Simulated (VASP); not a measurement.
An input for Ansatz (written as the equivalent of a VASP run, and not itself run):

Ansatz 0.2 input:
```yaml
crystal:
  lattice:
    - [4.0961700, 0.0000000, 0.0000000]
    - [0.0000000, 4.0961700, 0.0000000]
    - [0.0000000, 0.0000000, 6.5239800]
  atoms:
    - { symbol: Hf, position: [0.0000000, 0.0000000, 0.0000000] }
    - { symbol: Ga, position: [0.0000000, 0.5000000, 0.3035200] }
    - { symbol: Ga, position: [0.0000000, 0.5000000, 0.6964800] }
    - { symbol: Ga, position: [0.5000000, 0.0000000, 0.3035200] }
    - { symbol: Ga, position: [0.5000000, 0.0000000, 0.6964800] }
    - { symbol: Ga, position: [0.5000000, 0.5000000, 0.0000000] }
    - { symbol: Co, position: [0.0000000, 0.0000000, 0.5000000] }
kpoints:
  mp_grid: { grid: [5, 5, 4] }
hamiltonian:
  xc: pbesol
  pseudopotentials: { kind: paw }
scf:
  occupations: { method: gaussian, width: 0.136 }
  max_iter: 100
output: { forces: true, stress: true, eigenvalues: true }
```

Question: Translate this input to VASP (INCAR, KPOINTS, POSCAR, choice of POTCAR).

Answer: This is not unique; one that fits is 
KPOINTS:
```
Automatic mesh
0
Gamma
5 5 4
0 0 0
```

POSCAR:
```
HfGa5Co
1
    4.0961700000     0.0000000000     0.0000000000
    0.0000000000     4.0961700000     0.0000000000
    0.0000000000     0.0000000000     6.5239800000
Hf Ga Co
1 5 1
Direct
  0.0000000000   0.0000000000   0.0000000000
  0.0000000000   0.5000000000   0.3035200000
  0.0000000000   0.5000000000   0.6964800000
  0.5000000000   0.0000000000   0.3035200000
  0.5000000000   0.0000000000   0.6964800000
  0.5000000000   0.5000000000   0.0000000000
  0.0000000000   0.0000000000   0.5000000000
```

**INCAR**
```
ALGO = Normal
EDIFF = 1E-6
ENCUT = 300
GGA = PS
ISIF = 2
ISMEAR = 0
LASPH = .True.
LCHARG = .False.
LMAXMIX = 6
LREAL = .False.
LWAVE = .False.
NELM = 100
PREC = Accurate
SIGMA = 0.136
SYSTEM = HfGa5Co
```

POTCAR, in this order: Hf_pv Ga_d Co (PBE.64 set). Program: vasp_std.

Limits of the translation: each code has its own PAW files, so the cut-off isn't converted (ENCUT is set for VASP's; basis.ecutwfc is left out, and Ansatz then takes the one that its files recommend); Ansatz stops its SCF on the density residual and VASP on the energy change (EDIFF).

The structure comes from a computed database's HfGa5Co entry (P4/mmm); how it stands against other phases isn't given here. The cell was not relaxed at this level. The k-mesh is coarse (spacing up to 0.31 per Å, 2π included), so the numbers may not be converged in it.
